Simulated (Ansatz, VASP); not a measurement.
One calculation of SiH2F4, two programs

```xyz
21
Lattice="6.8513 0.0000 0.0000 0.0000 6.8513 0.0000 0.0000 0.0000 6.8513" Properties=species:S:1:pos:R:3 pbc="T T T"
H     6.2115    1.6439    0.1446
H     6.0353    1.1664   -0.4199
H     6.0733    4.2203    4.9189
H     5.8524    3.7404    4.3703
H     3.0970    1.9124    0.8028
H     3.7972    1.6209    0.8575
Si    2.2408    3.1444    4.7321
Si    4.9293    5.1886    0.9769
Si    1.3584   -0.0419    2.7547
F     2.2719    4.1431    5.9558
F     1.3621    1.8915    5.1283
F     1.6165    3.8664    3.4780
F     3.6965    2.6591    4.3779
F     3.7873    4.4035    1.7207
F     5.4193    6.3668    1.9112
F     6.1025    4.1872    0.6630
F     4.4014    5.8254   -0.3649
F     1.3274   -0.9361    1.4586
F     0.4018   -0.5391    3.8993
F     2.8399   -0.0487    3.3050
F     0.9551    1.4261    2.3324
```

Alike in both runs: functional PBE; dispersion D3(BJ); k mesh 1 × 1 × 1; occupations fermi-dirac, width 0.05 eV; no spin polarisation.

Ansatz relaxed the structure, and its values are those at the end. VASP's run is a single point on that final structure, the one shown.

```csv
,VASP,Ansatz
version,VASP 6.6.1,Ansatz 0.2.0
potentials or method,"VASP PAW PBE potentials, release 64 (H, Si, F)","scalar-relativistic, plane waves, PAW"
plane-wave cutoff (eV),520,420
valence electrons in the cell,102,102
```

```tsv
	VASP	Ansatz	Ansatz less VASP
gap on the k mesh at the Fermi level (eV)	8.00	8.03	+0.038
rms of the force components (eV/Å)	0.140	0.121	-0.0189
dispersion energy (meV/atom)	-46.8	-46.8	-0.01
```

One of these differences is far larger than is usual between the two programs; its cause wasn't traced.

Expect the measured gap to be larger: semilocal functionals such as PBE lack the derivative discontinuity.
